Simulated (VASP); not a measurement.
Output of a VASP run:

**OSZICAR**
```
       N       E                     dE             d eps       ncg     rms          rms(c)
DAV:   1    -0.509255139410E+03   -0.50926E+03   -0.29386E-05   880   0.179E-02    0.436E-03
RMM:   2    -0.509255138736E+03    0.67396E-06   -0.59210E-06   746   0.624E-03    0.298E-03
RMM:   3    -0.509255138268E+03    0.46791E-06   -0.39588E-06   664   0.342E-03    0.182E-03
RMM:   4    -0.509255138257E+03    0.11241E-07   -0.56455E-07   522   0.163E-03
   1 F= -.50925514E+03 E0= -.50925514E+03  d E =-.300913E-12  mag=     3.0000
```

### OUTCAR
```
------------------------ aborting loop because EDIFF is reached ----------------------------------------
  FORCE on cell =-STRESS in cart. coord.  units (eV):
  Direction    XX          YY          ZZ          XY          YZ          ZX
  --------------------------------------------------------------------------------------
  Total       -3.8106061     -4.1378862    -10.8643538     -0.4885394      0.2241992     -0.3858996
  in kB       -7.9860166     -8.6719087    -22.7687954     -1.0238486      0.4698618     -0.8087428
  external PRESSURE =     -13.1422403 kB  Pullay stress =       0.0000000 kB
  volume of cell :      764.49
      direct lattice vectors                 reciprocal lattice vectors
     4.693267657 -8.128978018  0.000000000     0.106535582 -0.061508347  0.000000000
     4.693267657  8.128978018  0.000000000     0.106535582  0.061508347  0.000000000
     0.000000000  0.000000000 10.019202616     0.000000000  0.000000000  0.099808342
 POSITION                                       TOTAL-FORCE (eV/Angst)
 -----------------------------------------------------------------------------------
      1.56618     -0.88962      2.51004        -0.000165     -0.000650     -0.002620
      1.57383      0.90724      9.99378        -0.010368      0.000633      0.000696
      1.55971     -0.90478      7.51351         0.002132     -0.006978      0.006883
      1.68195      0.95739      5.00212        -0.005039     -0.002173     -0.001470
      3.14596      1.79261      2.58809         0.016245     -0.000622     -0.017646
      3.12973      3.59747      9.99605        -0.008271      0.020152     -0.013836
      3.12061      1.80836      7.43244        -0.003042     -0.003939      0.000334
      3.13877      3.47990      5.00276         0.010211      0.010786     -0.003369
      4.68124      4.50418      2.51063         0.003466      0.011861     -0.006953
      4.69673      6.31861      0.00689        -0.009188      0.004179      0.006094
      4.69075      4.51710      7.51467        -0.000391     -0.001563      0.000599
      4.68954      6.32226      5.00855        -0.004817     -0.000090      0.007603
      3.12937     -3.61380      2.52193         0.008643     -0.005099     -0.002848
      3.13167     -1.80465      0.00335         0.005167     -0.017927      0.000125
      3.12693     -3.61308      7.50265        -0.000231     -0.005523      0.013179
      3.12303     -1.76729      5.00353        -0.003735      0.001036      0.006556
      4.69461     -0.87783      2.51516        -0.003720     -0.002882     -0.003995
      4.68612      0.90572      9.99015         0.014728     -0.008781     -0.008236
      4.69758     -0.90986      7.49206        -0.005806      0.004902     -0.010341
      6.23368      1.79133      2.51485         0.009595     -0.004749     -0.002113
      6.25774      3.60876      0.00396         0.009684     -0.000559     -0.008609
      6.26293      1.80359      7.49145         0.002775      0.009400     -0.007445
      6.22013      3.59626      5.00360         0.000075      0.001239      0.007326
      4.70589     -6.32694      2.51440        -0.000296      0.000232     -0.003842
      4.69086     -4.51521      0.00585        -0.000355     -0.000092      0.001830
      4.68938     -6.32509      7.51210        -0.008250     -0.001259      0.011182
      4.71094     -4.52707      5.00390         0.000733     -0.004723      0.007529
      6.26806     -3.62454      2.51484        -0.002307     -0.000077     -0.002078
      6.25306     -1.80655      0.00479         0.003027     -0.004833     -0.000966
      6.25804     -3.61170      7.51356        -0.002176      0.005479      0.003531
      6.27330     -1.79631      5.01616        -0.002216      0.010244      0.004217
      7.82346     -0.90513      2.50500         0.000334     -0.001481     -0.000161
      7.81751      0.90706      0.00401         0.006922     -0.010320      0.004286
      7.82555     -0.90654      7.52132        -0.001593      0.000108      0.010601
      7.81914      0.88283      5.01489        -0.011438     -0.001752      0.008630
      1.54345     -0.90347      4.41594        -0.003053     -0.005082     -0.000186
      1.56428      0.90209      1.88720        -0.000252     -0.003547     -0.005445
      1.56632     -0.91217      9.43408         0.001057     -0.006692      0.001352
      1.53537      0.88663      6.95777         0.000699      0.002429      0.010798
      3.12940      3.60825      1.88880        -0.001841      0.008543     -0.004960
      3.13465      1.79997      9.37765         0.004299      0.002692     -0.012304
      3.12792      3.64090      6.95801        -0.006372      0.016821      0.012364
      4.68207      4.53039      4.41608        -0.008636      0.009536      0.001401
      4.69515      6.31945      1.91705        -0.007213     -0.001442     -0.004306
      4.70045      4.51541      9.43505         0.007998      0.009291      0.003186
      4.69226      6.32009      6.93122        -0.001997      0.009785      0.002338
      3.12320     -3.61064      4.43766         0.004216     -0.001292     -0.005426
      3.13639     -1.80518      1.92689         0.000380     -0.011954      0.000634
      3.12616     -3.61152      9.43062         0.004346     -0.007194      0.002392
      3.12797     -1.80607      6.92335        -0.007299     -0.005120     -0.000969
      4.72085     -0.83491      4.44960        -0.009506      0.004727     -0.005871
      4.70355      0.89521      1.86313         0.005318      0.002055     -0.008223
      4.69261     -0.90535      9.41106        -0.002767     -0.008140     -0.002804
      4.71843      0.88677      6.86528        -0.006028     -0.000948     -0.000754
      6.20989      1.74707      4.44937        -0.006599      0.000293     -0.007757
      6.26026      3.60444      1.92706         0.004218      0.002804      0.000366
...
```
(Selected blocks of OUTCAR.)

POSCAR:
```
Al35N35Si
1
    4.6932676572    -8.1289780179     0.0000000000
    4.6932676572     8.1289780179     0.0000000000
    0.0000000000     0.0000000000    10.0192026156
Al N Si
35 35 1
Direct
  0.2215728856   0.1121353731   0.2505224867
  0.1118661499   0.2234714641   0.9974625071
  0.2218157806   0.1105125639   0.7499112251
  0.1203000447   0.2380751312   0.4992535962
  0.2248962345   0.4454172322   0.2583132640
  0.1121536038   0.5547024091   0.9976895330
  0.2212271655   0.4436850450   0.7418196539
  0.1203478145   0.5484333011   0.4993171795
  0.2216741242   0.7757637550   0.2505815555
  0.1117209685   0.8890159365   0.0006880455
  0.2218921887   0.7775710939   0.7500269004
  0.1107307205   0.8884740748   0.4998946973
  0.5556687064   0.1111108442   0.2517095415
  0.4446355362   0.2226337945   0.0003346591
  0.5553640715   0.1108944413   0.7488265730
  0.4414167858   0.2240105827   0.4993941548
  0.5541370360   0.4461491507   0.2510344318
  0.4435291813   0.5549480461   0.9971004979
  0.5564235083   0.4444952409   0.7477699198
  0.5539265801   0.7742901606   0.2510026223
  0.4447034208   0.8886406885   0.0003948721
  0.5562887737   0.7781605095   0.7477087333
  0.4414649808   0.8838645446   0.4994006527
  0.8905044410   0.1121849374   0.2509580080
  0.7774668928   0.2220209326   0.0005836646
  0.8886316525   0.1105393843   0.7497700461
  0.7803349744   0.2234299657   0.4994309589
  0.8907107739   0.4448320918   0.2510019742
  0.7772916525   0.5550557561   0.0004777362
  0.8888539100   0.4445542994   0.7499163511
  0.7788180250   0.5578417464   0.5006545403
  0.8891496364   0.7778032674   0.2500198483
  0.7770510593   0.8886347464   0.0004002730
  0.8894593029   0.7779398894   0.7506909271
  0.7787145024   0.8873179257   0.5005276600
  0.2200036927   0.1088613809   0.4407474972
  0.1111653428   0.2221372292   0.1883581913
  0.2229746174   0.1107625249   0.9415996080
  0.1090361439   0.2181061941   0.6944433049
  0.1114549884   0.5553297434   0.1885176615
  0.2232383361   0.4446651735   0.9359675631
  0.1092898434   0.5571807212   0.6944676853
  0.2201497416   0.7774637506   0.4407615327
  0.1115019758   0.8888994556   0.1913378862
  0.2230302700   0.7785006506   0.9416963504
  0.1111546769   0.8886307660   0.6917934738
  0.5548161640   0.1106468151   0.4429155273
  0.4451715565   0.2231036762   0.1923197883
  0.5551857837   0.1109089805   0.9412543023
  0.4443289731   0.2221516125   0.6910084870
  0.5542917768   0.4515845094   0.4441071501
  0.4460317354   0.5561581015   0.1859561294
  0.5556160129   0.4442431170   0.9393019742
  0.4481366836   0.5572238810   0.6852124334
  0.5541151835   0.7690339341   0.4440839191
  0.4452378833   0.8886435615   0.1923368410
  0.5553867357   0.7777485880   0.9392752805
  0.4443101712   0.8885748412   0.6910155264
  0.8873441390   0.1079687644   0.4415375411
  0.7774904045   0.2220214529   0.1918332426
  0.8877433611   0.1105058246   0.9415412470
  0.7775815695   0.2220329286   0.6916023364
  0.8875441899   0.4459267642   0.4415973573
  0.7772229086   0.5550469651   0.1918028715
  0.8880887928   0.4438931700   0.9416731332
  0.7783728784   0.5562343775   0.6918762674
  0.8896903844   0.7780513289   0.4411231705
  0.7770353182   0.8884707649   0.1917365637
  0.8889552804   0.7777695986   0.9420935459
  0.7782198026   0.8883770714   0.6917360174
  0.4160355971   0.5411534550   0.4972433019
```

**Question.** Reconstruct the remaining input files.

**Answer.** This is not unique; one that fits is the input of the run itself, PBE GGA, plane waves, VASP's PBE PAW potentials (set 64).

### KPOINTS
```
Regular mesh
0
gamma
 1 1 1
0 0 0
```

**INCAR**
```
SYSTEM = Al35N35Si
PREC = Normal
ENCUT = 400
EDIFF = 1E-6
NELM = 100
ALGO = Fast
LREAL = Auto
LASPH = .TRUE.
ISMEAR = 0
SIGMA = 0.05
GGA = PE
LWAVE = .TRUE.
LCHARG = .FALSE.
NELMIN = 4
ISYM = 0
NELECT = 285.0
ISPIN = 2
NUPDOWN = 3
MAGMOM = 71*0.0423
LORBIT = 11
LHYPERFINE = .TRUE.
```

POTCAR, in this order: Al N Si (PBE.64 set). Program: vasp_gam. Read from the step before: WAVECAR.

At this cut-off the stress carries a Pulay error, which pulls relaxed volumes low. The cell is charged, with a uniform compensating background.  The supercell is sampled at Γ alone, which is coarse: total energies, pressure and levels can be off, energies of defects by several tenths of an eV.

The cell is a supercell with a defect, built from AlN (wurtzite): Si_Al-vac_N, charge -1.
